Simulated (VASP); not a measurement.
Data:

```yaml
crystal:
  lattice:
    - [0.00000, 2.04000, 2.04000]
    - [2.04000, 0.00000, 2.04000]
    - [2.04000, 2.04000, 0.00000]
  atoms:
    - { symbol: Li, position: [0.00000, 0.00000, 0.00000] }
    - { symbol: H, position: [0.50000, 0.50000, 0.50000] }
```

Calculation: PBE GGA, VASP's PBE PAW potentials (set 64) (plane waves; VASP). Run with 520 eV cut-off, 10×10×10 Γ-centred mesh, Gaussian smearing of 0.050 eV, potentials Li_sv H_s.

Q: Give the stress tensor in GPa (positive for a compressed cell).

A: 
```
-1.90   0.00   0.00
 0.00  -1.90   0.00
 0.00   0.00  -1.90
```
The pressure is its mean diagonal, -1.90 GPa.

The compound is LiH in the rock salt structure. The cell was not relaxed at this level. The run is one of a series of settings (POTCAR Li_sv H_s (PBE.64 set) against the base run), some of them coarse on purpose.
